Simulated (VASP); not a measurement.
These are r2SCAN meta-GGA, VASP's PBE PAW potentials (set 64) (plane waves; VASP) values and carry that method's errors.

Input for VASP

### INCAR
```
SYSTEM = HfN(100) slab
PREC = Normal
ENCUT = 450
EDIFF = 1E-6
NELM = 100
ALGO = Normal
LREAL = .FALSE.
LASPH = .TRUE.
ISMEAR = 1
SIGMA = 0.1
METAGGA = R2SCAN
LMIXTAU = .TRUE.
LMAXMIX = 6
LWAVE = .FALSE.
LCHARG = .FALSE.
NELMIN = 4
LDIPOL = .TRUE.
IDIPOL = 3
DIPOL = 0.5 0.5 0.5
LVHAR = .TRUE.
LORBIT = 11
```

**KPOINTS**
```
Automatic mesh
0
Gamma
9 9 1
0 0 0
```

POSCAR:
```
HfN(100) slab
1
    3.1903549530     0.0000000000     0.0000000000
    0.0000000000     3.1903549530     0.0000000000
    0.0000000000     0.0000000000    23.9966149832
Hf N
4 4
Direct
  0.0000000000   0.5000000000   0.3633041435
  0.5000000000   0.0000000000   0.4543034234
  1.0000000000   0.5000000000   0.5456965766
  0.5000000000   0.0000000000   0.6366958565
  1.0000000000   0.5000000000   0.4515094743
  0.5000000000   0.0000000000   0.3572331892
  0.0000000000   0.5000000000   0.6427668108
  0.5000000000   0.0000000000   0.5484905257
```

POTCAR, in this order: Hf_pv N (PBE.64 set). Program: vasp_std. Read from the step before: WAVECAR.

The run wrote:

### OSZICAR
```
       N       E                     dE             d eps       ncg     rms          rms(c)
DAV:   1    -0.230720282928E+03   -0.23072E+03   -0.19981E-06   728   0.995E-03    0.129E-03
DAV:   2    -0.230720292479E+03   -0.95510E-05   -0.99674E-07   696   0.834E-03    0.569E-04
DAV:   3    -0.230720288032E+03    0.44472E-05   -0.16588E-07   696   0.353E-03    0.436E-04
DAV:   4    -0.230720287003E+03    0.10289E-05   -0.10478E-07   692   0.266E-03    0.342E-04
DAV:   5    -0.230720286686E+03    0.31734E-06   -0.20007E-07   680   0.377E-03
   1 F= -.23072029E+03 E0= -.23071908E+03  d E =-.362140E-02
```

### OUTCAR
```
------------------------ aborting loop because EDIFF is reached ----------------------------------------
  FORCE on cell =-STRESS in cart. coord.  units (eV):
  Direction    XX          YY          ZZ          XY          YZ          ZX
  --------------------------------------------------------------------------------------
  Total       -5.9599730     -5.9599730     -0.6724557      0.0000000      0.0000000     -0.0000000
  in kB      -39.0955101    -39.0955101     -4.4110935      0.0000000      0.0000000     -0.0000000
  external PRESSURE =     -27.5340379 kB  Pullay stress =       0.0000000 kB
  volume of cell :      244.25
      direct lattice vectors                 reciprocal lattice vectors
     3.190354953  0.000000000  0.000000000     0.313444747  0.000000000  0.000000000
     0.000000000  3.190354953  0.000000000     0.000000000  0.313444747  0.000000000
     0.000000000  0.000000000 23.996614983     0.000000000  0.000000000  0.041672544
 POSITION                                       TOTAL-FORCE (eV/Angst)
 -----------------------------------------------------------------------------------
      0.00000      1.59518      8.71807         0.000000     -0.000000      0.024592
      1.59518      0.00000     10.90174        -0.000000     -0.000000     -0.023256
      0.00000      1.59518     13.09487         0.000000      0.000000      0.023256
      1.59518      0.00000     15.27855        -0.000000     -0.000000     -0.024592
      0.00000      1.59518     10.83470        -0.000000     -0.000000     -0.012929
      1.59518      0.00000      8.57239         0.000000     -0.000000     -0.014216
      0.00000      1.59518     15.42423        -0.000000     -0.000000      0.014216
      1.59518      0.00000     13.16192         0.000000     -0.000000      0.012929
 -----------------------------------------------------------------------------------
    total drift:                                0.000000      0.000000     -0.000000
  FREE ENERGIE OF THE ION-ELECTRON SYSTEM (eV)
  ---------------------------------------------------
  free  energy   TOTEN  =      -230.7202866860 eV

  energy  without entropy=     -230.7166652822  energy(sigma->0) =     -230.71907955

 total charge

# of ion       s       p       d       tot
------------------------------------------
    1        0.303   6.518   1.683   8.504
    2        0.287   6.567   1.790   8.644
    3        0.287   6.567   1.790   8.644
    4        0.303   6.518   1.683   8.504
    5        1.251   2.527   0.000   3.779
    6        1.251   2.446   0.000   3.697
    7        1.251   2.446   0.000   3.697
    8        1.251   2.527   0.000   3.779
--------------------------------------------------
tot          6.185  36.115   6.946  49.246
```
(Selected blocks of OUTCAR.)

At this cut-off the stress carries a Pulay error, which pulls relaxed volumes low.

The cell is a thin slab with vacuum, built from HfN (rock salt): (100) face.
